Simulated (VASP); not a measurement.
# CuSn (Sorosite) (P6_3/mmc) in VASP: further runs

Runs on CuSn (Sorosite). Level: LDA. Tasks: single point.

All numbers are computed with VASP 6.6.1; they aren't measurements. Logs are shortened: lines on timing, memory, paths and dates and some standing lists are left out, and cuts for length are marked.

### Step 1. The structure

The structure is hexagonal, space group P6_3/mmc (No. 194). Conventional cell: a = 4.190 Å, b = 4.190 Å, c = 5.086 Å, α = 90.00°, β = 90.00°, γ = 120.00°. Cu (site symmetry -3m) has 2 Cu at 2.54 Å and 6 Sn at 2.73 Å as nearest neighbours. Sn (site symmetry -6m2) has 6 Cu at 2.73 Å as nearest neighbours.

### Step 2. Single point, LDA

The input, INCAR:

```
SYSTEM = CuSn
PREC = Accurate
ENCUT = 520
EDIFF = 1E-7
ISMEAR = -1
SIGMA = 0.15
LREAL = .False.
LASPH = .True.
NELM = 100
ALGO = Normal
ISIF = 2
LWAVE = .False.
LCHARG = .False.
NBANDS = 33
```

The input, KPOINTS:

```
regular mesh
0
Gamma
  6 6 5
  0 0 0
```

The input, POSCAR:

```
CuSn
1.0
    4.1900000000      0.0000000000      0.0000000000
   -2.0950000000      3.6286464400      0.0000000000
    0.0000000000      0.0000000000      5.0860000000
Cu Sn
2 2
Direct
    0.0000000000      0.0000000000      0.0000000000
    0.0000000000      0.0000000000      0.5000000000
    0.3333333300      0.6666666700      0.2500000000
    0.6666666700      0.3333333300      0.7500000000
```

Potentials or basis: VASP PAW LDA potentials, release 64 (Cu, Sn_d).

Started as:

```sh
cat potpaw_LDA.64/Cu/POTCAR potpaw_LDA.64/Sn_d/POTCAR > POTCAR
mpirun -np 1 vasp_std > vasp.out
```

OUTCAR:

```text
SYSTEM = CuSn
   PREC = Accurate
   ENCUT = 520
   EDIFF = 1E-7
   ISMEAR = -1
   LREAL = .False.
   LASPH = .True.
   NELM = 100
   ISIF = 2

 ion  position               nearest neighbor table
   1  0.000  0.000  0.000-   2 2.54   2 2.54   4 2.73   3 2.73   3 2.73   4 2.73   4 2.73   3 2.73

   2  0.000  0.000  0.500-   1 2.54   1 2.54   4 2.73   3 2.73   3 2.73   4 2.73   4 2.73   3 2.73

   3  0.333  0.667  0.250-   1 2.73   2 2.73   1 2.73   2 2.73   1 2.73   2 2.73   4 3.51   4 3.51
                             4 3.51   4 3.51   4 3.51   4 3.51
   4  0.667  0.333  0.750-   1 2.73   2 2.73   1 2.73   2 2.73   1 2.73   2 2.73   3 3.51   3 3.51
                             3 3.51   3 3.51   3 3.51   3 3.51

  LATTYP: Found a hexagonal cell.
 ALAT       =     4.1900000000
 C/A-ratio  =     1.2138424821

  Lattice vectors:

 A1 = (   4.1900000000,   0.0000000000,   0.0000000000)
 A2 = (  -2.0950000000,   3.6286464400,   0.0000000000)
 A3 = (   0.0000000000,   0.0000000000,   5.0860000000)

Analysis of symmetry for initial positions (statically):
=====================================================================
 Subroutine PRICEL returns:
 Original cell was already a primitive cell.

 Routine SETGRP: Setting up the symmetry group for a
 hexagonal supercell.

 Subroutine GETGRP returns: Found 24 space group operations
 (whereof 12 operations were pure point group operations)
 out of a pool of 24 trial point group operations.

The static configuration has the point symmetry D_3d.
 The point group associated with its full space group is D_6h.

Analysis of symmetry for dynamics (positions and initial velocities):
=====================================================================
 Subroutine PRICEL returns:
 Original cell was already a primitive cell.

 Routine SETGRP: Setting up the symmetry group for a
 hexagonal supercell.

 Subroutine GETGRP returns: Found 24 space group operations
 (whereof 12 operations were pure point group operations)
 out of a pool of 24 trial point group operations.

The dynamic configuration has the point symmetry D_3d.
 The point group associated with its full space group is D_6h.

 Subroutine INISYM returns: Found 24 space group operations
 (whereof 12 operations are pure point group operations),
 and found     1 'primitive' translations

----------------------------------------------------------------------------------------

                                     Primitive cell

  volume of cell :      77.3277

  direct lattice vectors                    reciprocal lattice vectors
     4.190000000  0.000000000  0.000000000     0.238663484  0.137792427  0.000000000
    -2.095000000  3.628646440  0.000000000     0.000000000  0.275584854  0.000000000
     0.000000000  0.000000000  5.086000000     0.000000000  0.000000000  0.196618168

  length of vectors
     4.190000000  4.189999998  5.086000000     0.275584854  0.275584854  0.196618168

  position of ions in fractional coordinates (direct lattice)
     0.000000000  0.000000000  0.000000000
     0.000000000  0.000000000  0.500000000
     0.333333330  0.666666670  0.250000000
     0.666666670  0.333333330  0.750000000

  ion indices of the primitive-cell ions
   primitive index   ion index
                 1           1
                 2           2
                 3           3
                 4           4

----------------------------------------------------------------------------------------

 KPOINTS: regular mesh

Automatic generation of k-mesh.
 Grid dimensions read from file:
 generate k-points for:    6    6    5

 Generating k-lattice:

  Cartesian coordinates                     Fractional coordinates (reciprocal lattice)
     0.039777247  0.022965405  0.000000000     0.166666667  0.000000000  0.000000000
     0.000000000  0.045930809  0.000000000     0.000000000  0.166666667  0.000000000
     0.000000000  0.000000000  0.039323634     0.000000000  0.000000000  0.200000000

  Length of vectors
     0.045930809  0.045930809  0.039323634

  Shift w.r.t. Gamma in fractional coordinates (k-lattice)
     0.000000000  0.000000000  0.000000000

 Subroutine IBZKPT returns following result:
 ===========================================

 Found     21 irreducible k-points:

 Following reciprocal coordinates:
            Coordinates               Weight
  0.000000  0.000000  0.000000      1.000000
  0.166667 -0.000000  0.000000      6.000000
  0.333333  0.000000  0.000000      6.000000
  0.500000  0.000000  0.000000      3.000000
  0.166667  0.166667  0.000000      6.000000
  0.333333  0.166667  0.000000     12.000000
[... 13 lines left out ...]
  0.333333  0.166667  0.400000     24.000000
  0.333333  0.333333  0.400000      4.000000
   k-points           NKPTS =     21   k-points in BZ     NKDIM =     21   number of bands    NBANDS=     33
   number of dos      NEDOS =    301   number of ions     NIONS =      4
   total plane-waves  NPLWV =  40960
   dimension x,y,z NGX =    32 NGY =   32 NGZ =   40
   dimension x,y,z NGXF=    64 NGYF=   64 NGZF=   80
   ions per type =               2   2
   NGX,Y,Z   is equivalent  to a cutoff of  12.70, 12.70, 13.07 a.u.
   NGXF,Y,Z  is equivalent  to a cutoff of  25.39, 25.39, 26.15 a.u.
 SYSTEM =  CuSn
   PREC   = accura    normal or accurate (medium, high low for compatibility)
   ISTART =      0    job   : 0-new  1-cont  2-samecut
   ICHARG =      2    charge: 1-file 2-atom 10-const
   ISPIN  =      1    spin polarized calculation?
   LNONCOLLINEAR =      F non collinear calculations
   LSORBIT =      F    spin-orbit coupling
   LASPH  =      T    aspherical Exc in radial PAW
   ENCUT  =  520.0 eV  38.22 Ry    6.18 a.u.   7.79  7.79  9.46*2*pi/ulx,y,z
   NELM   =    100;   NELMIN=  2; NELMDL= -5     # of ELM steps
   EDIFF  = 0.1E-06   stopping-criterion for ELM
   LREAL  =      F    real-space projection
   EDIFFG = 0.1E-05   stopping-criterion for IOM
   NSW    =      0    number of steps for IOM
   IBRION =     -1    ionic relax: 0-MD 1-quasi-New 2-CG
   NFREE  =      0    steps in history (QN), initial steepest desc. (CG)
   ISIF   =      2    stress and relaxation
   ISYM   =      2    0-nonsym 1-usesym 2-fastsym
   POTIM  = 0.5000    time-step for ionic-motion
   TEBEG  =    0.0;   TEEND  =   0.0 temperature during run
   PSTRESS=    0.0 pullay stress
   NELECT =      50.0000    total number of electrons
   NUPDOWN=      -1.0000    fix difference up-down
   EMIN   =  10.00;   EMAX   =-10.00  energy-range for DOS
   EFERMI =   0.00;   METHOD = LEGACY
   ISMEAR =    -1;   SIGMA  =   0.15  broadening in eV -4-tet -1-fermi 0-gaus
   EFERMI_NEDOS =   21; number of points for ismear=-14 and -15
   IALGO  =     38    algorithm
   IMIX   =      4    mixing-type and parameters
     AMIX     =   0.40;   BMIX     =  1.00
     AMIX_MAG =   1.60;   BMIX_MAG =  1.00
  volume/ion in A,a.u.               =      19.33       130.46
  Fermi-wavevector in a.u.,A,eV,Ry     =   1.415641  2.675174 27.266615  2.004040
  Thomas-Fermi vector in A             =   2.537058
   LORBIT       =      0    0 simple, 1 ext, 2 COOP (PROOUT), +10 PAW based schemes
   GGA     = CA    functional components
   LHFCALC =     F    Hartree Fock is set to
   AEXX    =    0.0000 exact exchange contribution
   IVDW    =     0    specifies the selected vdW correction
   LEPSILON=     F    determine dielectric tensor
   LRPA    =     F    only Hartree local field effects (RPA)
 non-spin polarized calculation
  energy-cutoff  :      520.00
  volume of cell :       77.33
 maximum number of plane-waves:      2101
 NGX is ok and might be reduce to    32
   NGX = 15   NGY = 15   NGZ = 19

 number of electron      49.9999985 magnetization

 Free energy of the ion-electron system (eV)
  ---------------------------------------------------
  ext. energy  EPLUGINS =         0.00000000
  ---------------------------------------------------
  free energy    TOTEN  =       -18.51572274 eV

  energy without entropy =      -18.39776830  energy(sigma->0) =      -18.45674552

 E-fermi :   7.6719     XC(G=0): -11.3620

 val. band max:        7.6096189591   @ k =   0.3333   0.3333   0.0000
 cond. band min:       7.7195501534   @ k =   0.3333   0.0000   0.4000
 fundamental gap:      0.1099311944
 Fermi energy:         7.6718575348

 k-point     1 :       0.0000    0.0000    0.0000
  band No.  band energies     occupation
      1     -13.6004      2.00000
      2     -13.6004      2.00000
      3     -13.5718      2.00000
      4     -13.5363      2.00000
      5     -13.5363      2.00000
      6     -13.5312      2.00000
[... 25 lines left out ...]
     32      14.9013      0.00000
     33      15.1729      0.00000

 k-point     2 :       0.1667   -0.0000    0.0000
  band No.  band energies     occupation
      1     -13.6046      2.00000
      2     -13.5978      2.00000
      3     -13.5720      2.00000
      4     -13.5472      2.00000
      5     -13.5342      2.00000
      6     -13.5253      2.00000
[... 25 lines left out ...]
     32      14.4563      0.00000
     33      14.5352      0.00000

 k-point     3 :       0.3333    0.0000    0.0000
  band No.  band energies     occupation
      1     -13.6122      2.00000
      2     -13.5957      2.00000
      3     -13.5793      2.00000
      4     -13.5473      2.00000
      5     -13.5271      2.00000
      6     -13.5204      2.00000
[... 25 lines left out ...]
     32      13.7647      0.00000
     33      15.9601      0.00000

 k-point     4 :       0.5000    0.0000    0.0000
  band No.  band energies     occupation
      1     -13.6157      2.00000
      2     -13.5968      2.00000
      3     -13.5848      2.00000
      4     -13.5428      2.00000
      5     -13.5238      2.00000
      6     -13.5231      2.00000
[... 565 lines left out ...]
     32      15.1178      0.00000
     33      17.0860      0.00000

 k-point    20 :       0.3333    0.1667    0.4000
  band No.  band energies     occupation
      1     -13.5854      2.00000
      2     -13.5796      2.00000
      3     -13.5732      2.00000
      4     -13.5457      2.00000
      5     -13.5438      2.00000
      6     -13.5261      2.00000
[... 25 lines left out ...]
     32      16.0974      0.00000
     33      16.6466      0.00000

 k-point    21 :       0.3333    0.3333    0.4000
  band No.  band energies     occupation
      1     -13.5831      2.00000
      2     -13.5762      2.00000
      3     -13.5762      2.00000
      4     -13.5399      2.00000
      5     -13.5264      2.00000
      6     -13.5262      2.00000
[... 25 lines left out ...]
     32      16.0224      0.00000
     33      16.0229      0.00000

------------------------ aborting loop because EDIFF is reached ----------------------------------------

  FORCE on cell =-STRESS in cart. coord.  units (eV):
  Direction    XX          YY          ZZ          XY          YZ          ZX
  --------------------------------------------------------------------------------------
  -------------------------------------------------------------------------------------
  Total       -3.3006950     -3.3006950     -3.2639227      0.0000000      0.0000000      0.0000000
  in kB      -68.3881649    -68.3881648    -67.6262663      0.0000000      0.0000000      0.0000000
  external PRESSURE =     -68.1341987 kB  Pullay stress =       0.0000000 kB

 VOLUME and BASIS-vectors are now :
 -----------------------------------------------------------------------------
  energy-cutoff  :      520.00
  volume of cell :       77.33
      direct lattice vectors                 reciprocal lattice vectors
     4.190000000  0.000000000  0.000000000     0.238663484  0.137792427  0.000000000
    -2.095000000  3.628646440  0.000000000     0.000000000  0.275584854  0.000000000
     0.000000000  0.000000000  5.086000000     0.000000000  0.000000000  0.196618168

 POSITION                                       TOTAL-FORCE (eV/Angst)
 -----------------------------------------------------------------------------------
      0.00000      0.00000      0.00000         0.000000      0.000000      0.000000
      0.00000      0.00000      2.54300         0.000000      0.000000      0.000000
     -0.00000      2.41910      1.27150         0.000000      0.000000     -0.000000
      2.09500      1.20955      3.81450        -0.000000      0.000000     -0.000000
 -----------------------------------------------------------------------------------
    total drift:                                0.000000     -0.000000     -0.000000

  FREE ENERGIE OF THE ION-ELECTRON SYSTEM (eV)
  ---------------------------------------------------
  free  energy   TOTEN  =       -18.5157227415 eV

  energy  without entropy=      -18.3977682979  energy(sigma->0) =      -18.45674552
```

Run time: 23 s. Hardware: 1 thread of Intel Xeon 6975P-C (Granite Rapids), shared host; peak memory 0.18 GiB.

Results:

```yaml
Free_energy: -18.5157 eV
Pressure: -6.8 GPa
Band_gap_on_the_k_mesh: none (metal or under the smearing width)
```

Levels at points of the mesh, in eV from the Fermi level:
```
           k point  band 23  band 24  band 25  band 26  band 27  band 28
(0.00, 0.00, 0.00)    -1.30     1.17     1.17     2.26     2.26     3.41
(0.50, 0.00, 0.00)    -1.90    -1.60    -1.47    -1.15     0.90     3.18
```

### Step 3. Single point, LDA

The input, INCAR:

```
ALGO = Normal
EDIFF = 1E-6
ENCUT = 520
ISIF = 2
ISMEAR = -1
LASPH = T
LCHARG = F
LREAL = F
LWAVE = F
NBANDS = 33
NELM = 100
PREC = Accurate
SIGMA = 0.15
```

The input, KPOINTS:

```
k-points
0
Gamma
  6 6 5
```

POSCAR is that of step 2.

Potentials or basis: VASP PAW LDA potentials, release 64 (Cu, Sn_d).

Started as:

```sh
cat potpaw_LDA.64/Cu/POTCAR potpaw_LDA.64/Sn_d/POTCAR > POTCAR
mpirun -np 1 vasp_std > vasp.out
```

OUTCAR:

```text
EDIFF = 1E-6
   ENCUT = 520
   ISIF = 2
   ISMEAR = -1
   LASPH = T
   LREAL = F
   NELM = 100
   PREC = Accurate

 ion  position               nearest neighbor table
   1  0.000  0.000  0.000-   2 2.54   2 2.54   4 2.73   3 2.73   3 2.73   4 2.73   4 2.73   3 2.73

   2  0.000  0.000  0.500-   1 2.54   1 2.54   4 2.73   3 2.73   3 2.73   4 2.73   4 2.73   3 2.73

   3  0.333  0.667  0.250-   1 2.73   2 2.73   1 2.73   2 2.73   1 2.73   2 2.73   4 3.51   4 3.51
                             4 3.51   4 3.51   4 3.51   4 3.51
[... 957 lines left out ...]
  --------------------------------------------------------------------------------------
  -------------------------------------------------------------------------------------
  Total       -3.3210555     -3.3210555     -3.2849568      0.0000000     -0.0000000      0.0000000
  in kB      -68.8100207    -68.8100206    -68.0620783      0.0000000     -0.0000000      0.0000000
  external PRESSURE =     -68.5607066 kB  Pullay stress =       0.0000000 kB

 VOLUME and BASIS-vectors are now :
 -----------------------------------------------------------------------------
  energy-cutoff  :      520.00
  volume of cell :       77.33
      direct lattice vectors                 reciprocal lattice vectors
     4.190000000  0.000000000  0.000000000     0.238663484  0.137792427  0.000000000
    -2.095000000  3.628646440  0.000000000     0.000000000  0.275584854  0.000000000
     0.000000000  0.000000000  5.086000000     0.000000000  0.000000000  0.196618168

 POSITION                                       TOTAL-FORCE (eV/Angst)
 -----------------------------------------------------------------------------------
      0.00000      0.00000      0.00000        -0.000000      0.000000      0.000000
      0.00000      0.00000      2.54300        -0.000000      0.000000      0.000000
     -0.00000      2.41910      1.27150        -0.000000      0.000000      0.000000
      2.09500      1.20955      3.81450         0.000000      0.000000     -0.000000
 -----------------------------------------------------------------------------------
    total drift:                                0.000000     -0.000000     -0.000000

  FREE ENERGIE OF THE ION-ELECTRON SYSTEM (eV)
  ---------------------------------------------------
  free  energy   TOTEN  =       -18.5157227233 eV

  energy  without entropy=      -18.3977693318  energy(sigma->0) =      -18.45674603
```

OSZICAR:

```text
N       E                     dE             d eps       ncg     rms          rms(c)
DAV:   1     0.463116281124E+03    0.46312E+03   -0.23849E+04  1426   0.253E+03
DAV:   2     0.438357112944E+02   -0.41928E+03   -0.40503E+03  1386   0.541E+02
DAV:   3    -0.186045786388E+02   -0.62440E+02   -0.60624E+02  1565   0.205E+02
DAV:   4    -0.209587178669E+02   -0.23541E+01   -0.23427E+01  1641   0.461E+01
DAV:   5    -0.210815905724E+02   -0.12287E+00   -0.12285E+00  2136   0.105E+01    0.149E+01
DAV:   6    -0.225593702826E+02   -0.14778E+01   -0.42698E+01  1744   0.127E+02    0.119E+01
DAV:   7    -0.186097637798E+02    0.39496E+01   -0.11703E+01  1757   0.650E+01    0.242E+00
DAV:   8    -0.185742092538E+02    0.35555E-01   -0.17454E+00  1966   0.205E+01    0.230E+00
DAV:   9    -0.185160634017E+02    0.58146E-01   -0.31558E-01  1959   0.912E+00    0.353E-01
DAV:  10    -0.185164592838E+02   -0.39588E-03   -0.10826E-02  1766   0.995E-01    0.251E-01
DAV:  11    -0.185157501226E+02    0.70916E-03   -0.15706E-03  2050   0.678E-01    0.752E-02
DAV:  12    -0.185157246875E+02    0.25435E-04   -0.26047E-04  2056   0.176E-01    0.135E-02
DAV:  13    -0.185157229515E+02    0.17359E-05   -0.89786E-06  1908   0.270E-02    0.534E-03
DAV:  14    -0.185157227233E+02    0.22825E-06   -0.19053E-06  1035   0.274E-02
   1 F= -.18515723E+02 E0= -.18456746E+02  d E =-.117953E+00
```

stdout:

```text
POSCAR found type information on POSCAR CuSn
 POSCAR found :  2 types and       4 ions
 scaLAPACK will be used
 LDA part: xc-table for (Slater(with rela. corr.)+CA(PZ))
 , standard interpolation
 POSCAR, INCAR and KPOINTS ok, starting setup
 FFT: planning ... GRIDC
 FFT: planning ... GRID_SOFT
 FFT: planning ... GRID
 WAVECAR not read
 entering main loop
```

Wall time 22 s (1 thread of Intel Xeon 6975P-C (Granite Rapids), shared host); peak memory 0.18 GiB.

What came out:

```
Free energy            : -18.5157 eV
Pressure               : -6.9 GPa
Band gap on the k mesh : none (metal or under the smearing width)
```

Levels at points of the mesh, in eV from the Fermi level:
```
           k point  band 22  band 23  band 24  band 25  band 26  band 27  band 28  band 29
(0.00, 0.00, 0.00)    -2.73    -1.30     1.17     1.17     2.26     2.26     3.41     3.69
(0.50, 0.00, 0.00)    -2.72    -1.90    -1.60    -1.47    -1.15     0.90     3.18     4.58
```
